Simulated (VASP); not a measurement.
A run of VASP 6.6.1 is set up as follows.

File INCAR:

```
SYSTEM = SiO
ALGO = Normal
EDIFF = 1E-7
ENCUT = 520
GGA = PE
ISIF = 2
ISMEAR = -1
LASPH = .TRUE.
LCHARG = .FALSE.
LREAL = .FALSE.
LWAVE = .FALSE.
NBANDS = 12
NELM = 60
PREC = Accurate
SIGMA = 0.05
```

Contents of KPOINTS:

```
k-points
0
G
  9 9 9
  0 0 0
```

The input POSCAR:

```
SiO
1.0
    0.0000000000      2.4336400000      2.4336400000
    2.4336400000      0.0000000000      2.4336400000
    2.4336400000      2.4336400000      0.0000000000
Si O
1 1
Direct
    0.7548200000      0.7432130000      0.7557210000
   -0.0291860000     -0.0003250000      0.0127120000
```

Potentials or basis: VASP PAW PBE potentials, release 64 (Si, O).

Run with:

```console
$ cat potpaw_PBE.64/Si/POTCAR potpaw_PBE.64/O/POTCAR > POTCAR
$ mpirun -np 1 vasp_std > vasp.out
```

**Question.** Predict the pressure.

**Answer.** 0.1 GPa.

**Question.** What does it give for the band gap on the k mesh?

**Answer.** None (metal or under the smearing width).

**Question.** What does it give for the largest force?

**Answer.** 0.157 eV/Å.

Stress tensor (GPa, compression positive):
```
-0.20 -0.32 -0.32
-0.32  0.18  0.18
-0.32  0.18  0.20
```
